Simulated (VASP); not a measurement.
Method: PBEsol GGA, VASP's PBE PAW potentials (set 64) (plane waves; VASP).

VASP ran on this input.

### INCAR
```
SYSTEM = Te3As2
PREC = Accurate
ENCUT = 400
EDIFF = 1E-7
NELM = 100
ALGO = Normal
LREAL = .FALSE.
LASPH = .TRUE.
ISMEAR = 0
SIGMA = 0.05
GGA = PS
LMAXMIX = 4
LWAVE = .FALSE.
LCHARG = .FALSE.
LORBIT = 11
ICHARG = 11
```

**KPOINTS**
```
k-points along high-symmetry lines
12
Line-mode
Reciprocal
  0.000000   0.000000   0.000000 ! GAMMA
  0.500000   0.500000   0.500000 ! T

  0.500000   0.500000   0.500000 ! T
  0.823021   0.176979   0.500000 ! H_2

  0.500000  -0.176979   0.176979 ! H_0
  0.500000   0.000000   0.000000 ! L

  0.500000   0.000000   0.000000 ! L
  0.000000   0.000000   0.000000 ! GAMMA

  0.000000   0.000000   0.000000 ! GAMMA
  0.338490  -0.338490   0.000000 ! S_0

  0.661510   0.000000   0.338490 ! S_2
  0.500000   0.000000   0.500000 ! F

  0.500000   0.000000   0.500000 ! F
  0.000000   0.000000   0.000000 ! GAMMA
```

**POSCAR**
```
Te3As2
1
    2.0199895439     1.1662411653     9.5983707411
   -2.0199895439     1.1662411653     9.5983707411
    0.0000000000    -2.3324823306     9.5983707411
As Te
2 3
Direct
  0.3963346471   0.3963346471   0.3963346471
  0.6036653529   0.6036653529   0.6036653529
  0.0000000000   0.0000000000   0.0000000000
  0.2147115803   0.2147115803   0.2147115803
  0.7852884197   0.7852884197   0.7852884197
```

POTCAR, in this order: As Te (PBE.64 set). Program: vasp_std. Read from the step before: CHGCAR.

Output of the run:

OSZICAR:
```
       N       E                     dE             d eps       ncg     rms          rms(c)
DAV:   1     0.113642910583E+03    0.11364E+03   -0.91854E+03  3024   0.101E+03
DAV:   2    -0.845085576339E+01   -0.12209E+03   -0.11973E+03  4222   0.170E+02
DAV:   3    -0.164114580238E+02   -0.79606E+01   -0.77705E+01  3506   0.464E+01
DAV:   4    -0.166376124128E+02   -0.22615E+00   -0.21863E+00  4428   0.774E+00
DAV:   5    -0.166420435481E+02   -0.44311E-02   -0.44282E-02  3896   0.105E+00
DAV:   6    -0.166421933779E+02   -0.14983E-03   -0.14981E-03  4624   0.166E-01
DAV:   7    -0.166421961553E+02   -0.27773E-05   -0.27781E-05  3892   0.191E-02
DAV:   8    -0.166421962350E+02   -0.79707E-07   -0.79579E-07  3774   0.296E-03
   1 F= -.16642196E+02 E0= -.16642190E+02  d E =-.119079E-04
```

### OUTCAR
```
 val. band max:        6.2843145407   @ k =   0.0000   0.0000   0.0000

 cond. band min:       6.5016917132   @ k =   0.1231  -0.1231   0.0000



 k-point     1 :       0.0000    0.0000    0.0000
  band No.  band energies     occupation
      1      -7.9706      2.00000
      2      -7.0560      2.00000
      3      -5.7172      2.00000
      4      -2.6254      2.00000
      5      -1.7500      2.00000
      6       3.8054      2.00000
      7       4.1365      2.00000
      8       4.1365      2.00000
      9       4.1578      2.00000
     10       4.3086      2.00000
     11       4.3086      2.00000
     12       5.4859      2.00000
     13       5.4859      2.00000
     14       6.2843      1.99898
     15       6.5874      0.00000
     16       6.6223      0.00000
     17       6.6223      0.00000
     18       8.4431      0.00000

 k-point     2 :       0.0455    0.0455    0.0455
  band No.  band energies     occupation
      1      -7.9687      2.00000
      2      -7.0629      2.00000
      3      -5.7069      2.00000
      4      -2.6565      2.00000
      5      -1.7202      2.00000
      6       3.7694      2.00000
      7       4.1354      2.00000
      8       4.1354      2.00000
      9       4.1907      2.00000
     10       4.3108      2.00000
     11       4.3108      2.00000
     12       5.4805      2.00000
     13       5.4805      2.00000
     14       6.2662      1.99985
     15       6.6076      0.00000
     16       6.6315      0.00000
     17       6.6315      0.00000
     18       8.4378      0.00000

 k-point     3 :       0.0909    0.0909    0.0909
  band No.  band energies     occupation
      1      -7.9631      2.00000
      2      -7.0827      2.00000
      3      -5.6770      2.00000
      4      -2.7384      2.00000
      5      -1.6419      2.00000
      6       3.6865      2.00000
      7       4.1322      2.00000
      8       4.1323      2.00000
      9       4.2649      2.00000
     10       4.3174      2.00000
...
```

The density is held fixed in this step, so its total energy and stress have no physical meaning. Unless said otherwise, spin-orbit coupling is left out, though it shifts the bands of the heavy elements here.

The structure was generated: Te3As2 was put into the Bi2Te3 type (R-3m), which need not be its known phase. It was relaxed first, which changed the volume by +14 %.
